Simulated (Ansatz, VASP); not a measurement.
## Two plane-wave programs on RbO4

```
CELL_PARAMETERS angstrom
4.88498 0.00000 0.00000
0.00000 4.88498 0.00000
0.00000 0.00000 4.79689
ATOMIC_POSITIONS crystal
Rb 0.00000 0.00000 0.00000
O 0.50000 0.00000 0.36732
O 0.00000 0.50000 0.63268
O 0.50000 0.00000 0.63268
O 0.00000 0.50000 0.36732
```

Change from the starting cell: ordered vacancies on the cation sites of fluorite (P4/mmm, No. 123).

Alike in both runs: functional PBE; k mesh 8 × 8 × 8; occupations gaussian, width 0.1 eV; collinear spin.

Ansatz relaxed the structure, and its values are those at the end. VASP's run is a single point on that final structure, the one shown.

|  | VASP | Ansatz |
| --- | --- | --- |
| version | VASP 6.6.1 | Ansatz 0.2.0 |
| potentials or method | VASP PAW PBE potentials, release 64 (Rb_sv, O) | scalar-relativistic, plane waves, PAW |
| plane-wave cutoff (eV) | 520 | 420 |
| valence electrons in the cell | 33 | 33 |

```tsv
	VASP	Ansatz	Ansatz less VASP
gap on the k mesh at the Fermi level (eV)	none	none	-
pressure (GPa)	0.7	0.0	-0.66
rms of the force components (eV/Å)	0.344	0.000	-0.3442
net moment per atom (μB)	0.60	0.60	0.000
size of the moment on the site where the two differ most (μB)	0.61	0.44	-0.169
```

Site moments also hang on the region over which each program counts them. A gap of «none» marks a metal or a gap that the smearing closes. With one functional, cell and mesh, what is left measures potentials, basis and numerics. Ansatz warned: «xc_potential_rough_in_thin_density».
